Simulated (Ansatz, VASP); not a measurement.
# Cross-check of SnO2 (Cassiterite) between VASP and Ansatz, part 2 of 2

Aim: how closely do two programs agree when they are given the same cell, functional and k mesh? The structure shown is the start of the Ansatz relaxation below; VASP solves that cell, so the two are compared at the walk's first step.

VASP 6.6.1 and Ansatz 0.2.0.

So far. Step 3 (VASP: single point, LDA, start cell, pair 1): The run ends at a pressure of 8.68 GPa, with forces up to 0.14 eV/Å.

**7. VASP: single point, LDA, start cell, pair 2**

Level of this step: LDA; plane waves and PAW (Sn_d, O) (VASP).

The same cell, functional (in two slightly different forms) and mesh now go to VASP, with its own data sets.

The input, INCAR:

```
SYSTEM = SnO2
PREC = Accurate
ENCUT = 520
EDIFF = 1E-06
NELM = 120
ISMEAR = 0
SIGMA = 0.01
LREAL = .FALSE.
ALGO = Normal
GGA = CA
NBANDS = 32
LORBIT = 11
LWAVE = .FALSE.
LCHARG = .FALSE.
ISIF = 2
LASPH = .TRUE.
GGA_COMPAT = .FALSE.
EFERMI = MIDGAP
KPAR = 2
```

The input, POSCAR:

```
SnO2
1.0
    4.6964680000      0.0000000000      0.0000000000
    0.0000000000      4.6964680000      0.0000000000
    0.0000000000      0.0000000000      3.1727420000
Sn O
2 4
Direct
    0.0000000000      0.0000000000      0.0000000000
    0.5000000000      0.5000000000      0.5000000000
    0.3060749057      0.3060749057      0.0000000000
    0.1939250943      0.8060749057      0.5000000000
    0.6939248814      0.6939248814      0.0000000000
    0.8060749057      0.1939250943      0.5000000000
```

The input, KPOINTS:

```
Automatic mesh
0
Gamma
6 6 8
0 0 0
```

The projector-augmented-wave data sets are Sn_d and O (LDA family, release 64).

Launch:

```sh
mpirun -np 2 vasp_std
```

Numbers of over 12 decimals in the logs are rounded to 6 here.

The log of the run:

```text
[... set-up lines as in an earlier step ...]
 entering main loop
       N       E                     dE             d eps       ncg     rms          rms(c)
DAV:   1     0.633531624259E+03    0.63353E+03   -0.26392E+04  3488   0.256E+03
DAV:   2     0.471203419213E+02   -0.58641E+03   -0.56013E+03  3592   0.677E+02
DAV:   3    -0.438504454838E+02   -0.90971E+02   -0.90030E+02  3672   0.220E+02
DAV:   4    -0.483509168493E+02   -0.45005E+01   -0.44818E+01  3872   0.537E+01
[...]
DAV:  12    -0.422565743319E+02   -0.44861E-05   -0.24260E-05  4352   0.460E-02    0.157E-02
DAV:  13    -0.422565694158E+02    0.49161E-05   -0.17926E-05  4224   0.532E-02    0.156E-03
DAV:  14    -0.422565695474E+02   -0.13162E-06   -0.16671E-06  2888   0.103E-02
   1 F= -.42256570E+02 E0= -.42256570E+02  d E =0.000000E+00
```

OUTCAR, selected parts (step 7):

```text
  Total        1.9078546      1.9078546      2.5768751     -0.0000000      0.0000000      0.0000000
  in kB       43.6795716     43.6795716     58.9965288     -0.0000000      0.0000000      0.0000000
  external PRESSURE =      48.7852240 kB  Pullay stress =       0.0000000 kB

 POSITION                                       TOTAL-FORCE (eV/Angst)
 -----------------------------------------------------------------------------------
      0.00000      0.00000      0.00000         0.000000     -0.000000      0.000000
      2.34823      2.34823      1.58637         0.000000     -0.000000      0.000000
      1.43747      1.43747      0.00000        -0.056966     -0.056966     -0.000000
      0.91076      3.78571      1.58637         0.056966     -0.056966      0.000000
      3.25900      3.25900      0.00000         0.056966      0.056966      0.000000
      3.78571      0.91076      1.58637        -0.056966      0.056966      0.000000
 -----------------------------------------------------------------------------------
    total drift:                                0.000883      0.000883     -0.000000

  FREE ENERGIE OF THE ION-ELECTRON SYSTEM (eV)
  ---------------------------------------------------
  free  energy   TOTEN  =       -42.2565695474 eV

  energy  without entropy=      -42.2565695474  energy(sigma->0) =      -42.25656955

[... 1 part as in an earlier step ...]

[... 2 further parts left out ...]
[key lines of the parts left out:]
E-fermi :   6.8303
```

The run ends at a pressure of 4.88 GPa, with forces up to 0.081 eV/Å.

**8. Comparison**

Forces (eV/Å; atoms numbered as in POSCAR):

```tsv
atom	Ansatz x, y, z	VASP x, y, z
Sn1	0.000, 0.000, 0.000	0.000, 0.000, 0.000
Sn2	0.000, 0.000, 0.000	0.000, 0.000, 0.000
O3	-0.037, -0.037, 0.000	-0.057, -0.057, 0.000
O4	0.037, -0.037, 0.000	0.057, -0.057, 0.000
O5	0.037, 0.037, 0.000	0.057, 0.057, 0.000
O6	-0.037, 0.037, 0.000	-0.057, 0.057, 0.000
```

The forces differ by 14 meV/Å r.m.s., which is 35.7 % of the r.m.s. force of 0.038 eV/Å (both taken over all components).

**9. Other set-ups**

Further runs change the set-up of one program: Ansatz's method, potentials or start, or VASP's data sets, cutoff or form of LDA. The table gives that difference for each run.

```tsv
run	r.m.s. force difference (meV/Å)
as above	14
VASP with a cutoff of 600 eV (perhaps on Ansatz's relaxed cell)	12
```

**10. Ansatz: relaxation, LDA**

The two programs are compared at the cell with which this relaxation starts, whose forces are those of its first step. The cell compared in this pair holds 74.60 Å³, against 69.98 Å³ for the pair before.

The structure compared here is the start of the Ansatz relaxation; VASP solves that cell, so the two are compared at the walk's first step.

The input, input.yaml:

```yaml
crystal:
  lattice:
    - [4.7975813531, 0.0, 0.0]
    - [0.0, 4.7975813531, 0.0]
    - [0.0, 0.0, 3.2410505033]
  atoms:
    - { symbol: Sn, position: [0.0, 0.0, 0.0] }
    - { symbol: Sn, position: [0.5, 0.5, 0.5] }
    - { symbol: O, position: [0.3060749531, 0.3060749531, 0.0] }
    - { symbol: O, position: [0.1939250469, 0.8060749531, 0.5] }
    - { symbol: O, position: [0.6939250469, 0.6939250469, 0.0] }
    - { symbol: O, position: [0.8060749531, 0.1939250469, 0.5] }
kpoints:
  mp_grid: { grid: [6, 6, 8] }
hamiltonian:
  xc: lda
  pseudopotentials: { kind: paw, azcp: { folder: soft_1 }, xc_functional: pbe }
scf:
  occupations: { method: fixed }
  lower_state_search: "off"
output:
  forces: true
  stress: true
  eigenvalues: true
relax:
  adjacent_minimum: "off"
  f_tol: 0.001
  max_steps: 60
  cell: { stress_tol: 0.01, fix: [volume] }
```

Launch:

```sh
ansatz run input.yaml --threads 18 --pin off --max-ram 92160MiB --backend cuda --events-out ev --progress --plain --runs-dir out
```

The log of the run:

```text
[...]
Crystal: 6 atoms, lattice volume = 74.599 Å³
Basis set: ecut = 420 eV, 1463 PW (Γ)
Bands: 32, of which v1, the nominal top of the filled ones, is band 26 counted from 1 (25 counted from 0)
Symmetry: 16 space group operations
[...]
k-points: 50 of 288
[...]
cell:  # Å, volume = 74.5986 Å³
    - [4.817748, 0, 0]
    - [0, 4.817748, 0]
    - [0, 0, 3.213974]
  atoms:
    - { symbol: Sn, position: [0, 0, 0] }
    - { symbol: Sn, position: [0.500000, 0.500000, 0.500000] }
    - { symbol: O, position: [0.307132, 0.307132, 0] }
    - { symbol: O, position: [0.192868, 0.807132, 0.500000] }
    - { symbol: O, position: [0.692868, 0.692868, 0] }
    - { symbol: O, position: [0.807132, 0.192868, 0.500000] }
[key lines of the parts left out:]
SCF converged after 5 iterations
Free energy (F): -13980.439909 eV
Fermi energy:    8.569659 eV
P = ⅓ Tr σ = -8.7020 GPa (-87.020 kbar)
```

**11. VASP: single point, LDA, start cell, pair 3**

The same cell, functional (in two slightly different forms) and mesh now go to VASP, with its own data sets.

INCAR is that of step 7.

The input, POSCAR:

```
SnO2
1.0
    4.7975810000      0.0000000000      0.0000000000
    0.0000000000      4.7975810000      0.0000000000
    0.0000000000      0.0000000000      3.2410510000
Sn O
2 4
Direct
    0.0000000000      0.0000000000      0.0000000000
    0.5000001042      0.5000001042      0.4999998457
    0.3060748740      0.3060748740      0.0000000000
    0.1939250218      0.8060749782      0.4999998457
    0.6939251260      0.6939251260      0.0000000000
    0.8060749782      0.1939250218      0.4999998457
```

KPOINTS is that of step 7.

Launch:

```sh
mpirun -np 2 vasp_std
```

The log of the run:

```text
[... set-up lines as in an earlier step ...]
 entering main loop
       N       E                     dE             d eps       ncg     rms          rms(c)
DAV:   1     0.630872062883E+03    0.63087E+03   -0.26075E+04  3488   0.253E+03
DAV:   2     0.507134607893E+02   -0.58016E+03   -0.55608E+03  3544   0.675E+02
DAV:   3    -0.434263084673E+02   -0.94140E+02   -0.92948E+02  3688   0.222E+02
DAV:   4    -0.481022793509E+02   -0.46760E+01   -0.46581E+01  3896   0.548E+01
[...]
DAV:  12    -0.422028887462E+02   -0.27322E-05   -0.26744E-05  3720   0.381E-02    0.190E-02
DAV:  13    -0.422028854949E+02    0.32513E-05   -0.14807E-05  4208   0.444E-02    0.132E-03
DAV:  14    -0.422028856053E+02   -0.11040E-06   -0.11262E-06  2632   0.824E-03
   1 F= -.42202886E+02 E0= -.42202886E+02  d E =0.000000E+00
```

OUTCAR, selected parts (step 11):

```text
  Total       -3.5088053     -3.5088053     -4.5108311     -0.0000000      0.0000000      0.0000000
  in kB      -75.3597341    -75.3597341    -96.8805615     -0.0000000      0.0000000      0.0000000
  external PRESSURE =     -82.5333432 kB  Pullay stress =       0.0000000 kB

 POSITION                                       TOTAL-FORCE (eV/Angst)
 -----------------------------------------------------------------------------------
      0.00000      0.00000      0.00000        -0.000000      0.000000      0.000000
      2.39879      2.39879      1.62052        -0.000000      0.000000      0.000000
      1.46842      1.46842      0.00000         0.091968      0.091968      0.000000
      0.93037      3.86721      1.62052        -0.091968      0.091968      0.000000
      3.32916      3.32916      0.00000        -0.091968     -0.091968      0.000000
      3.86721      0.93037      1.62052         0.091968     -0.091968      0.000000
 -----------------------------------------------------------------------------------
    total drift:                               -0.000202     -0.000202      0.001202

  FREE ENERGIE OF THE ION-ELECTRON SYSTEM (eV)
  ---------------------------------------------------
  free  energy   TOTEN  =       -42.2028856053 eV

  energy  without entropy=      -42.2028856053  energy(sigma->0) =      -42.20288561

[... 1 part as in an earlier step ...]

[... 2 further parts left out ...]
[key lines of the parts left out:]
E-fermi :   5.7078
```

The run ends at a pressure of -8.25 GPa, with forces up to 0.13 eV/Å.

**12. Differences**

Forces (eV/Å; atoms numbered as in POSCAR):

```tsv
atom	Ansatz x, y, z	VASP x, y, z
Sn1	0.000, 0.000, 0.000	0.000, 0.000, 0.000
Sn2	0.000, 0.000, 0.000	0.000, 0.000, 0.000
O3	0.108, 0.108, 0.000	0.092, 0.092, 0.000
O4	-0.108, 0.108, 0.000	-0.092, 0.092, 0.000
O5	-0.108, -0.108, 0.000	-0.092, -0.092, 0.000
O6	0.108, -0.108, 0.000	0.092, -0.092, 0.000
```

The forces differ by 11 meV/Å r.m.s., which is 17.7 % of the r.m.s. force of 0.061 eV/Å (both taken over all components).

**13. Other set-ups**

Further runs change the set-up of one program: Ansatz's method, potentials or start, or VASP's data sets, cutoff or form of LDA. The table gives that difference for each run.

```tsv
run	r.m.s. force difference (meV/Å)
as above	11
VASP with a cutoff of 600 eV (perhaps on Ansatz's relaxed cell)	16
```

**14. Summary of results**

```yaml
r_m_s_force_difference_single_point_lda_start_cell_pair_1: 14 meV/Å
r_m_s_force_difference_single_point_lda_start_cell_pair_2: 14 meV/Å
r_m_s_force_difference_single_point_lda_start_cell_pair_3: 11 meV/Å
```

In words: The r.m.s. force difference is 14 meV/Å (single point, LDA, start cell, pair 1), beyond the 12 meV/Å picked in this series as the mark of a large difference. Single point, LDA, start cell, pair 3, VASP with a cutoff of 600 eV (perhaps on Ansatz's relaxed cell): r.m.s. force difference goes from 11 to 16 meV/Å. 4 further runs of this series are not shown here. Such differences can come from data sets, numerical settings and the points named under the comparisons, not from the functional's error against experiment.

[Lines on the potential files, build, host, timing and source positions are cut from VASP's logs without a mark.]

[Logs are printed without paths, hosts, clocks, repeated set-up lines and the standing remarks that a program may print on its own settings, such as how far it seeks lower states.]

[Hosts, paths, dates, database ids (printed as entryN), source tags and the programs' standing remarks are cut or masked in the printed files.]

[Rows of further runs with another cutoff or data set may stand on the cell that Ansatz relaxed, not on the start cell of the pair above them.]
